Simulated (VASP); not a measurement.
# YB6 with r2SCAN + rVV10: from relaxation to properties, part 5 of 9

What structure does YB6 take at this level, and what are its properties? The start is a cell from a database of measured crystal structures.

VASP 6.6.1; r2SCAN with rVV10; plane waves and PAW (Y_sv, B).

Still holding for the runs below: This run has no spin polarisation. Its electron count is odd, so without a moment it is a metal by construction.

So far. Step 5 (Band structure (r2SCAN + rVV10)): Of the bands kept, 2 cross the Fermi level on this path. Step 6 (Total and projected DOS (r2SCAN + rVV10)): The finer mesh and the other smearing move the Fermi level by -0.05 eV from the 7×7×7 run, one measure of the sampling error in the zero of the bands above. Of the states within 0.3 eV of the Fermi level, the largest shares in the PAW spheres are Y d 33 % and B p 23 %. The rest lies in smaller channels or between the spheres.

The database entry behind the starting cell differs from later determinations by our own check (about 0.3 % long, ideal inner coordinate), so it need not match the best structure at ambient conditions.

## (7) Zone-centre phonons (r2SCAN + rVV10)

Zone-centre modes test whether the atoms sit at a minimum within this cell. IBRION = 6 takes the force constants from differences of forces between displaced cells, so the forces must be tight.

File INCAR:

```
SYSTEM = YB6
PREC = Accurate
ENCUT = 420
EDIFF = 1E-08
NELM = 100
ISMEAR = 1
SIGMA = 0.2
LREAL = .FALSE.
ALGO = Normal
METAGGA = R2SCAN
LUSE_VDW = .TRUE.
IVDW_NL = 2
BPARAM = 11.95
CPARAM = 0.0093
LASPH = .TRUE.
NBANDS = 21
LORBIT = 11
LWAVE = .FALSE.
LCHARG = .FALSE.
KPAR = 4
IBRION = 6
NFREE = 2
POTIM = 0.015
ISIF = 2
NSW = 1
```

File POSCAR:

```
YB6
1.0
    4.0875293394      0.0000000000      0.0000000000
    0.0000000000      4.0875293394      0.0000000000
    0.0000000000      0.0000000000      4.0875293394
Y B
1 6
Direct
    0.0000000000      0.0000000000      0.0000000000
    0.1988345400      0.5000000000      0.5000000000
    0.5000000000      0.1988345400      0.5000000000
    0.8011654600      0.5000000000      0.5000000000
    0.5000000000      0.8011654600      0.5000000000
    0.5000000000      0.5000000000      0.1988345400
    0.5000000000      0.5000000000      0.8011654600
```

File KPOINTS:

```
Automatic mesh
0
Gamma
7 7 7
0 0 0
```

PAW data sets: Y_sv and B (PBE family, release 64).

On the command line:

```sh
> mpirun -np 4 vasp_std
```

Output:

```text
[... set-up lines as in an earlier step ...]
 entering main loop
       N       E                     dE             d eps       ncg     rms          rms(c)
Total rVV10 correction in eV:      0.2958684    29.9215336
Total rVV10 correction in eV:      0.2958684    29.9215336
Total rVV10 correction in eV:      0.2958684    29.9215336
Total rVV10 correction in eV:      0.2958684    29.9215336
DAV:   1     0.562498342224E+02    0.56250E+02   -0.12682E+04   840   0.112E+03
DAV:   2    -0.755611683108E+02   -0.13181E+03   -0.12746E+03  1107   0.243E+02
DAV:   3    -0.801352680159E+02   -0.45741E+01   -0.44530E+01  1296   0.393E+01
DAV:   4    -0.802029823680E+02   -0.67714E-01   -0.67402E-01  1155   0.447E+00
DAV:   5    -0.802047453909E+02   -0.17630E-02   -0.17626E-02  1193   0.590E-01    0.157E+01
Total rVV10 correction in eV:      0.3260230    29.9215335
Total rVV10 correction in eV:      0.3260230    29.9215335
Total rVV10 correction in eV:      0.3260230    29.9215335
Total rVV10 correction in eV:      0.3260230    29.9215335
DAV:   6    -0.680703329708E+02    0.12134E+02   -0.10435E+01  1110   0.220E+01    0.126E+01
Total rVV10 correction in eV:      0.3518271    29.9215335
Total rVV10 correction in eV:      0.3518271    29.9215335
Total rVV10 correction in eV:      0.3518271    29.9215335
Total rVV10 correction in eV:      0.3518271    29.9215335
DAV:   7    -0.672209283691E+02    0.84940E+00   -0.68397E+00  1177   0.133E+01    0.109E+01
Total rVV10 correction in eV:      0.3475679    29.9215335
Total rVV10 correction in eV:      0.3475679    29.9215335
Total rVV10 correction in eV:      0.3475679    29.9215335
Total rVV10 correction in eV:      0.3475679    29.9215335
DAV:   8    -0.673573473247E+02   -0.13642E+00   -0.16441E+00  1043   0.665E+00    0.211E+00
Total rVV10 correction in eV:      0.3574019    29.9215335
Total rVV10 correction in eV:      0.3574019    29.9215335
Total rVV10 correction in eV:      0.3574019    29.9215335
Total rVV10 correction in eV:      0.3574019    29.9215335
DAV:   9    -0.672240209635E+02    0.13333E+00   -0.55431E-01  1056   0.373E+00    0.438E-01
Total rVV10 correction in eV:      0.3558403    29.9215335
Total rVV10 correction in eV:      0.3558403    29.9215335
Total rVV10 correction in eV:      0.3558403    29.9215335
Total rVV10 correction in eV:      0.3558403    29.9215335
DAV:  10    -0.672227325801E+02    0.12884E-02   -0.32114E-02  1099   0.103E+00    0.633E-01
Total rVV10 correction in eV:      0.3556566    29.9215335
Total rVV10 correction in eV:      0.3556566    29.9215335
Total rVV10 correction in eV:      0.3556566    29.9215335
Total rVV10 correction in eV:      0.3556566    29.9215335
DAV:  11    -0.672228652610E+02   -0.13268E-03   -0.14951E-03  1146   0.235E-01    0.160E-01
Total rVV10 correction in eV:      0.3557239    29.9215335
Total rVV10 correction in eV:      0.3557239    29.9215335
Total rVV10 correction in eV:      0.3557239    29.9215335
Total rVV10 correction in eV:      0.3557239    29.9215335
DAV:  12    -0.672228321928E+02    0.33068E-04   -0.25897E-04  1099   0.932E-02    0.261E-02
Total rVV10 correction in eV:      0.3557431    29.9215335
Total rVV10 correction in eV:      0.3557431    29.9215335
Total rVV10 correction in eV:      0.3557431    29.9215335
Total rVV10 correction in eV:      0.3557431    29.9215335
DAV:  13    -0.672228312272E+02    0.96558E-06   -0.34082E-05  1133   0.393E-02    0.993E-03
Total rVV10 correction in eV:      0.3557518    29.9215335
Total rVV10 correction in eV:      0.3557518    29.9215335
Total rVV10 correction in eV:      0.3557518    29.9215335
Total rVV10 correction in eV:      0.3557518    29.9215335
DAV:  14    -0.672228312157E+02    0.11527E-07   -0.16189E-06  1034   0.766E-03    0.244E-03
Total rVV10 correction in eV:      0.3557575    29.9215335
Total rVV10 correction in eV:      0.3557575    29.9215335
Total rVV10 correction in eV:      0.3557575    29.9215335
Total rVV10 correction in eV:      0.3557575    29.9215335
DAV:  15    -0.672228311314E+02    0.84251E-07   -0.45282E-07  1303   0.404E-03    0.254E-03
Total rVV10 correction in eV:      0.3557582    29.9215335
Total rVV10 correction in eV:      0.3557582    29.9215335
Total rVV10 correction in eV:      0.3557582    29.9215335
Total rVV10 correction in eV:      0.3557582    29.9215335
DAV:  16    -0.672228310866E+02    0.44864E-07   -0.49976E-08  1109   0.142E-03    0.600E-04
Total rVV10 correction in eV:      0.3557591    29.9215335
Total rVV10 correction in eV:      0.3557591    29.9215335
Total rVV10 correction in eV:      0.3557591    29.9215335
Total rVV10 correction in eV:      0.3557591    29.9215335
DAV:  17    -0.672228310355E+02    0.51110E-07   -0.60309E-09   727   0.596E-04    0.207E-04
Total rVV10 correction in eV:      0.3557591    29.9215335
Total rVV10 correction in eV:      0.3557591    29.9215335
Total rVV10 correction in eV:      0.3557591    29.9215335
Total rVV10 correction in eV:      0.3557591    29.9215335
DAV:  18    -0.672228310414E+02   -0.58774E-08   -0.45670E-10   625   0.157E-04
Total rVV10 correction in eV:      0.3557592    29.9215335
Total rVV10 correction in eV:      0.3557592    29.9215335
Total rVV10 correction in eV:      0.3557592    29.9215335
Total rVV10 correction in eV:      0.3557592    29.9215335
Total rVV10 correction in eV:      0.3557592    29.9215335
Total rVV10 correction in eV:      0.3557592    29.9215335
Total rVV10 correction in eV:      0.3557592    29.9215335
Total rVV10 correction in eV:      0.3557592    29.9215335
   1 F= -.67222831E+02 E0= -.67218996E+02  d E =-.115047E-01
 Found     3 degrees of freedom:
 Finite differences POTIM= 0.01500 DOF=   3
 bond charge predicted
       N       E                     dE             d eps       ncg     rms          rms(c)
Total rVV10 correction in eV:      0.3557727    29.9215335
Total rVV10 correction in eV:      0.3557727    29.9215335
Total rVV10 correction in eV:      0.3557727    29.9215335
Total rVV10 correction in eV:      0.3557727    29.9215335
DAV:   1    -0.672196843254E+02    0.31467E-02   -0.24556E-01  1688   0.411E+00    0.213E-01
Total rVV10 correction in eV:      0.3557607    29.9215335
Total rVV10 correction in eV:      0.3557607    29.9215335
Total rVV10 correction in eV:      0.3557607    29.9215335
Total rVV10 correction in eV:      0.3557607    29.9215335
DAV:   2    -0.672225043214E+02   -0.28200E-02   -0.26511E-02  2057   0.910E-01    0.158E-01
Total rVV10 correction in eV:      0.3557652    29.9215335
Total rVV10 correction in eV:      0.3557652    29.9215335
Total rVV10 correction in eV:      0.3557652    29.9215335
Total rVV10 correction in eV:      0.3557652    29.9215335
DAV:   3    -0.672225948749E+02   -0.90554E-04   -0.51036E-04  2262   0.115E-01    0.970E-02
Total rVV10 correction in eV:      0.3557708    29.9215335
Total rVV10 correction in eV:      0.3557708    29.9215335
Total rVV10 correction in eV:      0.3557708    29.9215335
Total rVV10 correction in eV:      0.3557708    29.9215335
DAV:   4    -0.672226100323E+02   -0.15157E-04   -0.30509E-05  2132   0.393E-02    0.200E-02
Total rVV10 correction in eV:      0.3557719    29.9215335
Total rVV10 correction in eV:      0.3557719    29.9215335
Total rVV10 correction in eV:      0.3557719    29.9215335
Total rVV10 correction in eV:      0.3557719    29.9215335
DAV:   5    -0.672226116467E+02   -0.16144E-05   -0.20084E-06  2156   0.107E-02    0.178E-03
Total rVV10 correction in eV:      0.3557715    29.9215335
Total rVV10 correction in eV:      0.3557715    29.9215335
Total rVV10 correction in eV:      0.3557715    29.9215335
Total rVV10 correction in eV:      0.3557715    29.9215335
DAV:   6    -0.672226116111E+02    0.35689E-07   -0.31704E-07  2593   0.467E-03    0.650E-04
Total rVV10 correction in eV:      0.3557714    29.9215335
Total rVV10 correction in eV:      0.3557714    29.9215335
Total rVV10 correction in eV:      0.3557714    29.9215335
Total rVV10 correction in eV:      0.3557714    29.9215335
DAV:   7    -0.672226116235E+02   -0.12459E-07   -0.53863E-08  2178   0.141E-03    0.336E-04
Total rVV10 correction in eV:      0.3557714    29.9215335
Total rVV10 correction in eV:      0.3557714    29.9215335
Total rVV10 correction in eV:      0.3557714    29.9215335
Total rVV10 correction in eV:      0.3557714    29.9215335
DAV:   8    -0.672226116276E+02   -0.40570E-08   -0.24930E-09  1245   0.455E-04
Total rVV10 correction in eV:      0.3557714    29.9215335
Total rVV10 correction in eV:      0.3557714    29.9215335
Total rVV10 correction in eV:      0.3557714    29.9215335
Total rVV10 correction in eV:      0.3557714    29.9215335
Total rVV10 correction in eV:      0.3557714    29.9215335
Total rVV10 correction in eV:      0.3557714    29.9215335
Total rVV10 correction in eV:      0.3557714    29.9215335
Total rVV10 correction in eV:      0.3557714    29.9215335
   2 F= -.67222612E+02 E0= -.67218775E+02  d E =-.115113E-01
[...]
3 F= -.67222612E+02 E0= -.67218775E+02  d E =-.115113E-01
[...]
4 F= -.67217953E+02 E0= -.67214284E+02  d E =-.110059E-01
[...]
5 F= -.67218408E+02 E0= -.67214462E+02  d E =-.118357E-01
[...]
6 F= -.67221291E+02 E0= -.67217471E+02  d E =-.114601E-01
 Finite differences progress:
  Degree of freedom:   3/  3
  Displacement:        1/  2
  Total:               5/  6
 bond charge predicted
       N       E                     dE             d eps       ncg     rms          rms(c)
Total rVV10 correction in eV:      0.3557532    29.9215335
Total rVV10 correction in eV:      0.3557532    29.9215335
Total rVV10 correction in eV:      0.3557532    29.9215335
Total rVV10 correction in eV:      0.3557532    29.9215335
DAV:   1    -0.672221638780E+02   -0.87257E-03   -0.45408E-01  4275   0.368E+00    0.229E-01
Total rVV10 correction in eV:      0.3557529    29.9215335
Total rVV10 correction in eV:      0.3557529    29.9215335
Total rVV10 correction in eV:      0.3557529    29.9215335
Total rVV10 correction in eV:      0.3557529    29.9215335
DAV:   2    -0.672216168739E+02    0.54700E-03   -0.78382E-03  5453   0.518E-01    0.119E-01
Total rVV10 correction in eV:      0.3557591    29.9215335
Total rVV10 correction in eV:      0.3557591    29.9215335
Total rVV10 correction in eV:      0.3557591    29.9215335
Total rVV10 correction in eV:      0.3557591    29.9215335
DAV:   3    -0.672212819361E+02    0.33494E-03   -0.17708E-03  5004   0.220E-01    0.267E-02
Total rVV10 correction in eV:      0.3557577    29.9215335
Total rVV10 correction in eV:      0.3557577    29.9215335
Total rVV10 correction in eV:      0.3557577    29.9215335
Total rVV10 correction in eV:      0.3557577    29.9215335
DAV:   4    -0.672212882107E+02   -0.62746E-05   -0.23461E-04  5335   0.852E-02    0.158E-02
Total rVV10 correction in eV:      0.3557581    29.9215335
Total rVV10 correction in eV:      0.3557581    29.9215335
Total rVV10 correction in eV:      0.3557581    29.9215335
Total rVV10 correction in eV:      0.3557581    29.9215335
DAV:   5    -0.672212908155E+02   -0.26048E-05   -0.16714E-05  5224   0.238E-02    0.458E-03
Total rVV10 correction in eV:      0.3557576    29.9215335
Total rVV10 correction in eV:      0.3557576    29.9215335
Total rVV10 correction in eV:      0.3557576    29.9215335
Total rVV10 correction in eV:      0.3557576    29.9215335
DAV:   6    -0.672212912222E+02   -0.40669E-06   -0.17348E-06  5636   0.782E-03    0.163E-03
Total rVV10 correction in eV:      0.3557575    29.9215335
Total rVV10 correction in eV:      0.3557575    29.9215335
Total rVV10 correction in eV:      0.3557575    29.9215335
Total rVV10 correction in eV:      0.3557575    29.9215335
DAV:   7    -0.672212913084E+02   -0.86117E-07   -0.13545E-07  5437   0.265E-03    0.325E-04
Total rVV10 correction in eV:      0.3557575    29.9215335
Total rVV10 correction in eV:      0.3557575    29.9215335
Total rVV10 correction in eV:      0.3557575    29.9215335
Total rVV10 correction in eV:      0.3557575    29.9215335
DAV:   8    -0.672212913110E+02   -0.26648E-08   -0.94219E-09  3525   0.652E-04
Total rVV10 correction in eV:      0.3557575    29.9215335
Total rVV10 correction in eV:      0.3557575    29.9215335
Total rVV10 correction in eV:      0.3557575    29.9215335
Total rVV10 correction in eV:      0.3557575    29.9215335
Total rVV10 correction in eV:      0.3557575    29.9215335
Total rVV10 correction in eV:      0.3557575    29.9215335
Total rVV10 correction in eV:      0.3557575    29.9215335
Total rVV10 correction in eV:      0.3557575    29.9215335
   7 F= -.67221291E+02 E0= -.67217471E+02  d E =-.114601E-01
 Finite differences progress:
  Degree of freedom:   3/  3
  Displacement:        2/  2
  Total:               6/  6
```

Wall time 13 min (4 MPI ranks of AMD EPYC 7R43, shared host); peak memory 1.4 GiB.

(Continued in part 6 of 9.)

[Lines on the potential files, build, host, timing and source positions are cut from VASP's logs without a mark.]

[Logs are printed without paths, hosts, clocks, repeated set-up lines and the standing remarks that a program may print on its own settings, such as how far it seeks lower states.]

[Hosts, paths, dates, database ids (printed as entryN), source tags and the programs' standing remarks are cut or masked in the printed files.]

[A measured line is paired with the nearest computed mode of its activity, which favours agreement.]
